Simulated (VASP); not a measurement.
Data:

```
Bi2Se3
1.0
    2.06111     1.18998     9.81162
   -2.06111     1.18998     9.81162
    0.00000    -2.37996     9.81162
Bi Se
2 3
Direct
  0.39844   0.39844   0.39844
  0.60156   0.60156   0.60156
  0.00000   0.00000   0.00000
  0.21572   0.21572   0.21572
  0.78428   0.78428   0.78428
```

Computed with PBE GGA, VASP's PBE PAW potentials (set 64) (plane waves; VASP 6.6.1). Run with 300 eV cut-off, 6×6×6 Γ-centred mesh, Gaussian smearing of 0.020 eV, potentials Bi_d Se.

At this cut-off the stress carries a Pulay error, which pulls relaxed volumes low.

**Question.** Give the force on each atom (eV/Å).

**Answer.** 
```csv
atom,Fx,Fy,Fz
Bi1,0.000,0.000,-0.144
Bi2,0.000,0.000,0.144
Se3,0.000,0.000,0.000
Se4,0.000,0.000,-0.366
Se5,0.000,0.000,0.366
```

**Question.** Give the stress tensor in GPa (positive for a compressed cell).

**Answer.** 
```
2.90  0.00  0.00
0.00  2.90  0.00
0.00  0.00  2.81
```
The pressure is its mean diagonal, 2.87 GPa.

The structure comes from a computed database's Bi2Se3 entry; how it stands against other phases isn't given here. The cell was not relaxed at this level.
